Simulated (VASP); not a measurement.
OSZICAR of a VASP run on La (dhcp):

**OSZICAR**
```
       N       E                     dE             d eps       ncg     rms          rms(c)
DAV:   1     0.567690922579E+03    0.56769E+03   -0.14322E+04  1264   0.216E+03
DAV:   2     0.101143749071E+03   -0.46655E+03   -0.46167E+03  1920   0.469E+02
DAV:   3    -0.949166990330E+01   -0.11064E+03   -0.10963E+03  2286   0.285E+02
DAV:   4    -0.212221892151E+02   -0.11731E+02   -0.11425E+02  2304   0.928E+01
DAV:   5    -0.223150597358E+02   -0.10929E+01   -0.10482E+01  2376   0.271E+01    0.791E+00
DAV:   6    -0.118838137684E+02    0.10431E+02   -0.13033E+01  2168   0.296E+01    0.296E+00
DAV:   7     0.614567595875E+01    0.18029E+02   -0.11523E+01  1896   0.315E+01    0.143E+00
DAV:   8     0.354124456420E+01   -0.26044E+01   -0.47871E+00  1856   0.257E+01    0.778E-01
DAV:   9     0.611598849151E+01    0.25747E+01   -0.62817E+00  1714   0.185E+01    0.109E+00
DAV:  10     0.630076977229E+01    0.18478E+00   -0.14516E+00  2160   0.142E+01    0.922E-01
DAV:  11     0.595042402816E+01   -0.35035E+00   -0.21233E-01  2200   0.512E+00    0.840E-01
DAV:  12     0.649211875202E+01    0.54169E+00   -0.10283E+00  1350   0.131E+01    0.105E+00
DAV:  13     0.625340323243E+01   -0.23872E+00   -0.33616E-01  1696   0.665E+00    0.115E+00
DAV:  14     0.618322659671E+01   -0.70177E-01   -0.22120E-02  2312   0.154E+00    0.128E+00
DAV:  15     0.600278736838E+01   -0.18044E+00   -0.58351E-02  1840   0.251E+00    0.815E-01
DAV:  16     0.596292312857E+01   -0.39864E-01   -0.10537E+00  1548   0.998E+00    0.994E-01
DAV:  17     0.596026105455E+01   -0.26621E-02   -0.17260E-01  1992   0.419E+00    0.662E-01
DAV:  18     0.595515281864E+01   -0.51082E-02   -0.27151E-02  2472   0.125E+00    0.599E-01
DAV:  19     0.596800535301E+01    0.12853E-01   -0.15540E-01  1660   0.401E+00    0.816E-01
DAV:  20     0.595045394830E+01   -0.17551E-01   -0.82527E-02  1864   0.253E+00    0.434E-01
DAV:  21     0.595139446350E+01    0.94052E-03   -0.11246E-02  2208   0.655E-01    0.474E-01
DAV:  22     0.595101887302E+01   -0.37559E-03   -0.83453E-04  2408   0.210E-01    0.477E-01
DAV:  23     0.594890219334E+01   -0.21167E-02   -0.19041E-02  1656   0.118E+00    0.365E-01
DAV:  24     0.593535117706E+01   -0.13551E-01   -0.91656E-02  2000   0.195E+00    0.419E-01
DAV:  25     0.593020046202E+01   -0.51507E-02   -0.13962E-02  2174   0.118E+00    0.531E-01
DAV:  26     0.593186745993E+01    0.16670E-02   -0.86644E-03  2192   0.858E-01    0.706E-01
DAV:  27     0.593192316176E+01    0.55702E-04   -0.80723E-04  2328   0.259E-01    0.705E-01
DAV:  28     0.593260198413E+01    0.67882E-03   -0.37790E-04  2086   0.192E-01    0.597E-01
DAV:  29     0.593556471644E+01    0.29627E-02   -0.23586E-02  1296   0.105E+00    0.389E-01
DAV:  30     0.593572523448E+01    0.16052E-03   -0.29109E-03  2296   0.459E-01    0.366E-01
DAV:  31     0.593587812225E+01    0.15289E-03   -0.18824E-04  2120   0.984E-02    0.361E-01
DAV:  32     0.593502229751E+01   -0.85582E-03   -0.26458E-04  1928   0.156E-01    0.302E-01
DAV:  33     0.593296691488E+01   -0.20554E-02   -0.33388E-03  1676   0.438E-01    0.211E-01
DAV:  34     0.593346383329E+01    0.49692E-03   -0.15485E-03  1772   0.338E-01    0.169E-01
DAV:  35     0.593247853262E+01   -0.98530E-03   -0.11247E-03  2172   0.258E-01    0.161E-01
DAV:  36     0.593269556414E+01    0.21703E-03   -0.23652E-04  2226   0.129E-01    0.150E-01
DAV:  37     0.593220944084E+01   -0.48612E-03   -0.68933E-04  1908   0.212E-01    0.930E-02
DAV:  38     0.593180853754E+01   -0.40090E-03   -0.73173E-04  1820   0.235E-01    0.915E-02
DAV:  39     0.593159416722E+01   -0.21437E-03   -0.53730E-04  1496   0.181E-01    0.104E-01
DAV:  40     0.593158689632E+01   -0.72709E-05   -0.14211E-04  2296   0.752E-02    0.111E-01
DAV:  41     0.593156619731E+01   -0.20699E-04   -0.11028E-05  1616   0.261E-02    0.107E-01
DAV:  42     0.593152538773E+01   -0.40810E-04   -0.18609E-05  1856   0.352E-02    0.988E-02
DAV:  43     0.593122899460E+01   -0.29639E-03   -0.12772E-03  1448   0.296E-01    0.213E-02
DAV:  44     0.593112561664E+01   -0.10338E-03   -0.68577E-04  2344   0.145E-01    0.180E-02
DAV:  45     0.593111314131E+01   -0.12475E-04   -0.31661E-05  1912   0.548E-02    0.160E-02
DAV:  46     0.593111432442E+01    0.11831E-05   -0.18429E-05  1840   0.269E-02    0.152E-02
DAV:  47     0.593111683629E+01    0.25119E-05   -0.49463E-05  1796   0.560E-02    0.195E-02
DAV:  48     0.593113237511E+01    0.15539E-04   -0.15991E-04  2040   0.888E-02    0.373E-02
DAV:  49     0.593112384339E+01   -0.85317E-05   -0.20436E-05  1920   0.328E-02    0.372E-02
DAV:  50     0.593112290095E+01   -0.94244E-06   -0.81765E-06  1062   0.264E-02
   1 F= 0.59311229E+01 E0= 0.59313567E+01  d E =0.593112E+01
       N       E                     dE             d eps       ncg     rms          rms(c)
DAV:   1     0.592735319325E+01   -0.37707E-02   -0.20690E-01  1922   0.630E+00    0.322E-01
DAV:   2     0.593039635618E+01    0.30432E-02   -0.17586E-02  2154   0.148E+00    0.170E-01
DAV:   3     0.593118446964E+01    0.78811E-03   -0.88352E-03  2048   0.770E-01    0.378E-02
DAV:   4     0.593096797337E+01   -0.21650E-03   -0.15046E-03  2274   0.365E-01    0.218E-02
DAV:   5     0.593110162009E+01    0.13365E-03   -0.30666E-04  2088   0.147E-01    0.188E-02
DAV:   6     0.593099658940E+01   -0.10503E-03   -0.84785E-05  1932   0.801E-02    0.158E-02
DAV:   7     0.593085634453E+01   -0.14024E-03   -0.27808E-04  1886   0.129E-01    0.638E-03
DAV:   8     0.593084114509E+01   -0.15199E-04   -0.41248E-05  1392   0.472E-02    0.574E-03
DAV:   9     0.593083864211E+01   -0.25030E-05   -0.40647E-06  1296   0.298E-02    0.471E-03
DAV:  10     0.593083037242E+01   -0.82697E-05   -0.12348E-05  1652   0.333E-02    0.269E-03
DAV:  11     0.593082588948E+01   -0.44829E-05   -0.45245E-06  1280   0.245E-02    0.154E-03
DAV:  12     0.593082402409E+01   -0.18654E-05   -0.38257E-06  1082   0.210E-02    0.793E-04
DAV:  13     0.593082383688E+01   -0.18721E-06   -0.54259E-07   726   0.147E-02
   2 F= 0.59308238E+01 E0= 0.59310018E+01  d E =-.299064E-03
```

Question: Which electronic solver shows in the log?

Answer: It is blocked Davidson (ALGO = Normal, or the opening steps of other solvers). The INCAR had ALGO = Normal.

Question: Can the final energy be trusted as converged?

Answer: The calculation finished and met its thresholds. It stopped with EDIFF = 1E-6, NELM = 100, NSW = 60 and EDIFFG = -0.02 after 2 ionic steps (MS2 meta-GGA, plane waves, VASP's PBE PAW potentials (set 64)).

The compound is La in the dhcp structure. This run relaxes it. Symmetry was kept, so distortions that lower it aren't found. The start is the result of an earlier pass.
